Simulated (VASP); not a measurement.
ZrAl3B3N: density of states with PBE

Crystal: ZrAl3B3N.

```
Zr Al B N
1.0
     3.01725    0.00000    0.00000
    -1.50862    2.61301    0.00000
     0.00000    0.00000   11.41619
Zr Al B N
1 3 3 1
Direct
  0.66667 0.33333 0.01055
  0.66667 0.33333 0.31400
  0.00000 0.00000 0.52538
  0.33333 0.66667 0.73029
  0.00000 0.00000 0.17574
  0.33333 0.66667 0.16585
  0.00000 0.00000 0.84917
  0.33333 0.66667 0.41903
```

The cell was built by a generator and needn't be a form met in nature.

- Program: VASP 6.6.1
- Task: density of states
- Functional: PBE
- Potentials or basis: VASP PAW PBE potentials, release 64 (Zr_sv, Al, B, N)
- Cutoff: 520 eV
- k mesh: 12 × 12 × 4
- Occupations: gaussian, width 0.1 eV
- Spin: no spin polarisation
- k mesh for the DOS: 18 × 18 × 6
- Occupations for the DOS: tetrahedron
- Further INCAR settings: ALGO = Normal; EDIFF = 1e-06; NBANDS = 28

```yaml
Valence_electrons_inside_the_program's_atomic_spheres: Zr 10.01; Al 0.67, 0.69, 0.76; B 2.03, 2.01, 1.76; N 3.74
```

Levels at points of the mesh, in eV from the Fermi level:
```csv
k point,band 14,band 15,band 16,band 17,band 18,band 19,band 20,band 21
"(0.00, 0.00, 0.00)",-1.13,-1.13,-0.37,1.65,1.65,1.83,2.69,2.69
"(0.50, 0.00, 0.00)",-3.53,-3.23,-2.47,-1.57,-0.25,0.75,0.84,2.26
"(0.00, 0.00, 0.50)",-1.20,-1.13,-1.13,1.65,1.65,2.03,2.69,2.69
"(0.50, 0.00, 0.50)",-3.59,-3.53,-2.09,-1.16,-0.52,0.78,0.83,2.17
```

States per cell in windows of 1 eV (zero at the Fermi level; states under -8 eV left out):
```csv
from (eV),total,Zr1_d,N8_p,B7_p,B6_p,B5_p,Al3_p
-8.0,1.94,0.04,0.26,0.02,0.08,0.06,0.02
-7.0,2.62,0.07,0.32,0.02,0.13,0.13,0.04
-6.0,2.12,0.07,0.36,0.03,0.13,0.13,0.04
-5.0,2.94,0.14,0.45,0.11,0.19,0.19,0.04
-4.0,3.56,0.27,0.54,0.16,0.25,0.29,0.05
-3.0,2.61,0.31,0.18,0.18,0.17,0.22,0.03
-2.0,2.30,0.33,0.10,0.20,0.16,0.13,0.02
-1.0,2.57,0.53,0.09,0.26,0.07,0.06,0.03
0.0,1.75,0.32,0.03,0.22,0.05,0.03,0.03
1.0,2.54,0.69,0.05,0.27,0.08,0.05,0.04
2.0,2.78,0.52,0.09,0.11,0.07,0.03,0.08
3.0,3.34,0.75,0.12,0.13,0.11,0.05,0.07
4.0,3.34,0.89,0.11,0.16,0.10,0.08,0.06
5.0,3.13,0.78,0.11,0.07,0.10,0.09,0.08
6.0,3.59,0.79,0.12,0.15,0.11,0.14,0.12
7.0,0.63,0.10,0.03,0.02,0.02,0.04,0.03
```

Wall time 83 s on 4 MPI ranks on AMD EPYC 9R45 (Zen 5), on a shared host, peak memory 0.55 GiB a rank.
